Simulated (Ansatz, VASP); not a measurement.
# Al2Ge2F in VASP and in Ansatz

```
CELL_PARAMETERS angstrom
1.97398 3.41903 0.00000
-1.97398 3.41903 0.00000
0.00000 0.00000 6.31821
ATOMIC_POSITIONS crystal
Ge 0.33330 0.33340 0.26545
Ge 0.66670 0.66660 0.73455
Al 0.33330 0.33340 0.64230
Al 0.66670 0.66660 0.35770
F 0.00000 0.00000 0.00000
```

The cell was built by a generator and needn't be a form met in nature.

Alike in both runs: task single point; functional LDA; k mesh 5 × 5 × 3; occupations fermi-dirac, width 0.001 eV; no spin polarisation.

|  | VASP | Ansatz |
| --- | --- | --- |
| version | VASP 6.6.1 | Ansatz 0.2.0 |
| potentials or method | VASP PAW LDA potentials, release 64 (Ge_d, Al, F) | PAW plane waves |
| plane-wave cutoff (eV) | 520 | 420 |
| valence electrons in the cell | 41 | 41 |

```csv
,VASP,Ansatz,Ansatz less VASP
gap on the k mesh at the Fermi level (eV),none,none,-
pressure (GPa),12.5,12.4,-0.09
largest component of the traceless stress (GPa),4.51,4.59,+0.084
rms of the force components (eV/Å),1.049,1.042,-0.0065
```

Atom by atom the forces differ by 0.007 eV/Å (rms over components). A gap of «none» marks a metal or a gap that the smearing closes. Ansatz warned: «structure_snapped_to_symmetry».

Caveats: the k mesh is coarse (spacing up to 0.37 Å⁻¹), so the values aren't converged; an odd number of electrons without spin polarisation forces a metal; a magnetic or distorted state may lie lower.
